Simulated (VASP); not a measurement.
# Which face does Fe expose?, part 2 of 2

Which face of Fe is cheapest, and which holds its electrons hardest?

VASP 6.6.1, plane waves and PAW; the level of theory is named at each step.

Still holding for the runs below: The magnetic state follows from one typed start and may not be the lowest.

So far, largest spin moment in the PAW sphere (μB): step 2 (the bulk reference, job relaxation, k-mesh 19×19×19) 2.20; step 4 (relaxing the slab, 7 atoms, face Fe(110)) 2.55; step 6 (surface relaxation, 9 atoms, face Fe(100)) 2.94.

## 8. Relaxing the slab, 11 atoms, face Fe(111)

System of this step: Fe(111). The cell holds 11 atoms: 11 Fe. Cell: a = 4.004 Å, b = 4.004 Å, c = 23.173 Å, α = 90.0°, β = 90.0°, γ = 60.0°. It derives from Fe. 11 layers of bcc Fe, cut at this functional's lattice. Vacuum lies along c.

File INCAR:

```
SYSTEM = Fe
PREC = Normal
ENCUT = 320
EDIFF = 1E-05
NELM = 120
ISMEAR = 1
SIGMA = 0.15
LREAL = .FALSE.
ALGO = Fast
GGA = PE
NBANDS = 79
ISPIN = 2
MAGMOM = 3 3 3 3 3 3 3 3 3 3 3
LASPH = .TRUE.
LMAXMIX = 4
LORBIT = 11
LWAVE = .FALSE.
LCHARG = .FALSE.
KPAR = 4
IBRION = 2
NSW = 40
ISIF = 2
EDIFFG = -0.03
POTIM = 0.4
MAXMIX = 40
```

File POSCAR:

```
Fe
1.0
    4.0041310477      0.0000000000      0.0000000000
    2.0020655239      3.4676792074      0.0000000000
    0.0000000000      0.0000000000     23.1733982751
Fe
11
Direct
    0.6666666700      0.6666666700      0.3236469600
    0.0000000000      0.0000000000      0.3589175700
    0.3333333300      0.3333333300      0.3941881800
    0.6666666700      0.6666666700      0.4294587900
    0.0000000000      0.0000000000      0.4647293900
    0.3333333300      0.3333333300      0.5000000000
    0.6666666700      0.6666666700      0.5352706100
    0.0000000000      0.0000000000      0.5705412100
    0.3333333300      0.3333333300      0.6058118200
    0.6666666700      0.6666666700      0.6410824300
    0.0000000000      0.0000000000      0.6763530400
```

File KPOINTS:

```
Automatic mesh
0
Gamma
9 9 1
0 0 0
```

PAW data sets: Fe (PBE family, release 64).

Command:

```sh
$ mpirun -np 4 vasp_std
```

Wall time 17 min (4 MPI ranks of AMD EPYC 7R43, shared host); peak memory 1.2 GiB; 66 min of CPU time.

The run keeps the 12 symmetry operations of its start, so it cannot find a distortion of lower symmetry.

The steps of the relaxation:

| step | energy less that of the first step (eV) | largest force (eV/Å) |
| --- | --- | --- |
| 1 | 0.0000 | 0.8247 |
| 2 | -0.0786 | 0.5520 |
| 3 | -0.1349 | 0.1691 |
| 4 | -0.1351 | 0.1892 |
| 5 | -0.1396 | 0.0921 |
| 6 | -0.1406 | 0.0383 |
| 7 | -0.1406 | 0.0404 |
| 8 | -0.1409 | 0.0326 |
| 9 | -0.1413 | 0.0324 |
| 10 | -0.1416 | 0.0172 |

The atoms that moved most (Å):

| atom | dx | dy | dz | length |
| --- | --- | --- | --- | --- |
| Fe9 | 0.000 | 0.000 | 0.095 | 0.095 |
| Fe3 | 0.000 | 0.000 | -0.095 | 0.095 |
| Fe1 | 0.000 | 0.000 | 0.079 | 0.079 |
| Fe11 | 0.000 | 0.000 | -0.079 | 0.079 |
| Fe2 | 0.000 | 0.000 | 0.037 | 0.037 |
| Fe10 | 0.000 | 0.000 | -0.037 | 0.037 |
| Fe4 | 0.000 | 0.000 | -0.015 | 0.015 |
| Fe8 | 0.000 | 0.000 | 0.015 | 0.015 |

Final coordinates:

```xyz
11
Lattice="4.0041 0.0000 0.0000 2.0021 3.4677 0.0000 0.0000 0.0000 23.1734" Properties=species:S:1:pos:R:3
Fe    4.0041    2.3118    7.5795
Fe    0.0000    0.0000    8.3541
Fe    2.0021    1.1559    9.0399
Fe    4.0041    2.3118    9.9373
Fe    0.0000    0.0000   10.7642
Fe    2.0021    1.1559   11.5867
Fe    4.0041    2.3118   12.4092
Fe    0.0000    0.0000   13.2361
Fe    2.0021    1.1559   14.1335
Fe    4.0041    2.3118   14.8193
Fe    0.0000    0.0000   15.5939
```

Spin moment in the PAW sphere by atom:

| atom | spin moment in the PAW sphere (μB) |
| --- | --- |
| Fe1 | 2.81 |
| Fe2 | 2.31 |
| Fe3 | 2.48 |
| Fe4 | 2.30 |
| Fe5 | 2.24 |
| Fe6 | 2.27 |
| Fe7 | 2.24 |
| Fe8 | 2.30 |
| Fe9 | 2.48 |
| Fe10 | 2.31 |
| Fe11 | 2.81 |

The run ended after 10 ionic steps, 0.142 eV below its first step, once the forces on the free atoms met EDIFFG = -0.03.

## 9. Potential and states of the slab, 11 atoms, face Fe(111)

File INCAR:

```
SYSTEM = Fe
PREC = Normal
ENCUT = 320
EDIFF = 1E-06
NELM = 120
ISMEAR = 1
SIGMA = 0.15
LREAL = .FALSE.
ALGO = Fast
GGA = PE
NBANDS = 79
ISPIN = 2
MAGMOM = 3 3 3 3 3 3 3 3 3 3 3
LASPH = .TRUE.
LMAXMIX = 4
LORBIT = 11
LWAVE = .FALSE.
LCHARG = .TRUE.
KPAR = 4
IDIPOL = 3
LDIPOL = .TRUE.
DIPOL = 0.5 0.5 0.5
LVHAR = .TRUE.
LVACPOTAV = .TRUE.
NEDOS = 1500
```

File POSCAR:

```
Fe
1.0
    4.0041310477      0.0000000000      0.0000000000
    2.0020655239      3.4676792074      0.0000000000
    0.0000000000      0.0000000000     23.1733982751
Fe
11
Direct
    0.6666666700      0.6666666700      0.3270756103
    0.0000000000      0.0000000000      0.3605024375
    0.3333333300      0.3333333300      0.3900975639
    0.6666666700      0.6666666700      0.4288229182
    0.0000000000      0.0000000000      0.4645069686
    0.3333333300      0.3333333300      0.5000000000
    0.6666666700      0.6666666700      0.5354930314
    0.0000000000      0.0000000000      0.5711770818
    0.3333333300      0.3333333300      0.6099024361
    0.6666666700      0.6666666700      0.6394975625
    0.0000000000      0.0000000000      0.6729243897
```

KPOINTS is that of step 8.

Command:

```sh
$ mpirun -np 4 vasp_std
```

The job ended after 7.2 min (4 MPI ranks; peak memory 1.2 GiB; 27 min of CPU time).

The map of layer states is cut here 0.5 eV above the Fermi level, so it leaves out the states above that.

The vacuum level lies 3.89 eV above the Fermi level at the upper face; both faces agree, as the slab has next to no dipole.

The program found no field-free point at its default tolerance, but its printed level agrees with the flat part of the planar average.

On this mesh the fine structure of the density of states is sampling noise, and high empty states may be cut by the number of bands.

## 10. The faces side by side

This step: surfaces of a metal, PBE; plane waves and PAW (VASP 6.6.1).

Derived from the runs above.

Symmetric slabs, all atoms free. All faces:

| face | layers | area a surface atom (Å²) | work function (eV) | surface energy as cut (J/m²) | surface energy relaxed (J/m²) | change of the top spacing (%) | moment of the top atom (μB) |
| --- | --- | --- | --- | --- | --- | --- | --- |
| Fe(110) | 7 | 5.669 | 4.765 | 2.459 | 2.458 | -0.25 | 2.546 |
| Fe(100) | 9 | 8.017 | 3.877 | 2.561 | 2.547 | -2.45 | 2.935 |
| Fe(111) | 11 | 13.88 | 3.892 | 2.815 | 2.733 | -5.23 | 2.81 |

Each surface energy is the slab's energy less its number of atoms times the bulk energy of -8.2517 eV, over twice the cell's area.

## 11. Summary of results

| Property | Result |
| --- | --- |
| Fe(110) | 2.46 J/m², 4.76 eV |
| Fe(100) | 2.55 J/m², 3.88 eV |
| Fe(111) | 2.73 J/m², 3.89 eV |

In words: The cheapest face is Fe(110) at 2.46 J/m², against 2.55 for Fe(100) and 2.73 for Fe(111). The work functions are 4.76 eV for Fe(110), 3.89 eV for Fe(111) and 3.88 eV for Fe(100). The densest face has the highest work function, as the smoothing of the electron density over an open face lowers the surface dipole. Among the others the order doesn't follow the density. The two cheapest faces differ by under 4 %, which one mesh and one thickness don't resolve. The top spacing changes by -0.2 % on Fe(110), -2.5 % on Fe(100) and -5.2 % on Fe(111), the most on the most open face. On Fe(110) the relaxation gained under 0.002 J/m², so it stands almost as cut. The top atom holds 2.55 μB on Fe(110), 2.94 μB on Fe(100) and 2.81 μB on Fe(111). One thickness was run for each face, and bulk and slab meshes don't match, which leaves some hundredths of a J/m². The cells are 1 × 1 and can't reconstruct.

[Lines on the potential files, build, host, timing and source positions are cut from VASP's logs without a mark.]

[Logs are printed without paths, hosts, clocks, repeated set-up lines and the standing remarks that a program may print on its own settings, such as how far it seeks lower states.]

[Hosts, paths, dates, database ids (printed as entryN), source tags and the programs' standing remarks are cut or masked in the printed files.]

[Runs that stopped without an error message from VASP are left out.]
